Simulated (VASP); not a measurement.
Consider the following.

```
Ni
1.0
    0.00000     1.72866     1.72866
    1.72866     0.00000     1.72866
    1.72866     1.72866     0.00000
Ni
1
Direct
  0.00000   0.00000   0.00000
```
Starting moments (μB, in the order of the record's atoms Ni): 0.6.

All values below come from AM05 GGA, VASP's PBE PAW potentials (set 64) (plane waves; VASP). Settings: 520 eV cut-off, Gaussian smearing of 0.050 eV, potentials Ni.

Problem. Estimate the cell moment, band gap (along the path) with the smallest direct gap where there is one.

Solution. 
The band gap (along the path) is none (metal, semimetal or under 0.01 eV) and the cell moment is 0.60 μB.

The absolute energy has meaning only against runs of the same code, potentials and settings.

The compound is Ni in the fcc structure. It was relaxed first, which changed the volume by -5 %.
